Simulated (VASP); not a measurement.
## YAl (relaxed from the CsCl type structure, space group Pm-3m): computed properties

Computed with PBEsol GGA, VASP's PBE PAW potentials (set 64) (plane waves; VASP).

```
Property                                                                                               Result
----------------------------------  -------------------------------------------------------------------------
space group                                                                                       Pm-3m (221)
cell                                a = 3.562 Å, b = 3.562 Å, c = 3.562 Å, α = 90.00°, β = 90.00°, γ = 90.00°
volume per atom                                                                                 22.59 Å³/atom
band gap (over mesh and band path)                                   none (metal, semimetal or under 0.01 eV)
density                                                                                            4.26 g/cm³
```

```cif
data_AlY
_chemical_formula_sum 'Y1 Al1'
_space_group_name_H-M_alt 'Pm-3m'
_space_group_IT_number 221
_space_group_name_Hall '-P 4 2 3'
_cell_length_a 3.56153
_cell_length_b 3.56153
_cell_length_c 3.56153
_cell_angle_alpha 90.000
_cell_angle_beta 90.000
_cell_angle_gamma 90.000
loop_
_atom_site_label
_atom_site_type_symbol
_atom_site_symmetry_multiplicity
_atom_site_Wyckoff_symbol
_atom_site_fract_x
_atom_site_fract_y
_atom_site_fract_z
_atom_site_occupancy
Y1 Y 1 a 0.00000 0.00000 0.00000 1
Al1 Al 1 b 0.50000 0.50000 0.50000 1
```

The structure was generated: YAl was put into the CsCl type type (Pm-3m), which need not be its known phase. It was relaxed first, which changed the volume by -32 %. Symmetry was kept, so distortions that lower it aren't found.
